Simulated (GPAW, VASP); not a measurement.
An input for GPAW (PBEsol, GPAW PAW datasets PBEsol (made by gpaw-setup)):

```
from ase import Atoms
from ase.units import GPa
from gpaw import GPAW

atoms = Atoms(['Ba', 'Ba', 'Sn', 'Sn'],
              cell=[[2.683065, -6.362910, 0.000000],
                    [2.683065, 6.362910, 0.000000],
                    [0.000000, 0.000000, 4.715140]],
              scaled_positions=[[0.135580, 0.864420, 0.250000],
                                [0.864420, 0.135580, 0.750000],
                                [0.427940, 0.572060, 0.250000],
                                [0.572060, 0.427940, 0.750000]],
              pbc=True)

calc = GPAW(mode={'name': 'pw', 'ecut': 550},
            xc='PBEsol',
            kpts={'size': (2, 2, 2), 'gamma': True},
            occupations={'name': 'fermi-dirac', 'width': 0.05},
            nbands=-8,
            convergence={'forces': 0.001},
            symmetry={'symmorphic': False, 'tolerance': 0.0005},
            maxiter=100)

atoms.calc = calc

energy = atoms.get_potential_energy()
print('Energy (eV):', round(energy, 6))
forces = atoms.get_forces()
print('Forces (eV/Ang):')
print(forces.round(5))
stress = atoms.get_stress()
print('Stress (GPa, Voigt):', (stress / GPa).round(4))
```

### Question
Write the VASP files for the same calculation.

### Answer
One set of files that does it:

KPOINTS:
```
Automatic mesh
0
Gamma
2 2 2
0 0 0
```

### POSCAR
```
BaSn
6.9054660
  0.3885422070  -0.9214309360   0.0000000000
  0.3885422070   0.9214309360   0.0000000000
  0.0000000000   0.0000000000   0.6828127168
Ba Sn
2 2
Cartesian
  0.3885422070   0.6715757234   0.1707031792
  0.3885422070  -0.6715757234   0.5121095376
  0.3885422070   0.1327966265   0.1707031792
  0.3885422070  -0.1327966265   0.5121095376
```

**INCAR**
```
ALGO  =  Normal
EDIFF  =  1E-6
ENCUT  =  300
GGA  =  PS
ISIF  =  2
ISMEAR  =  -1
LASPH  =  .True.
LCHARG  =  .False.
LMAXMIX  =  4
LREAL  =  .False.
LWAVE  =  .False.
NELM  =  100
PREC  =  Accurate
SIGMA  =  0.05
SYSTEM  =  BaSn
```

POTCAR, in this order: Ba_sv Sn_d (PBE.64 set). Program: vasp_std.

The two runs describe the same crystal, functional and task. Each code takes its own potentials, basis and convergence tests.

The structure comes from a computed database's BaSn entry (Cmcm); how it stands against other phases isn't given here. The cell was not relaxed at this level, and it may have been scaled.
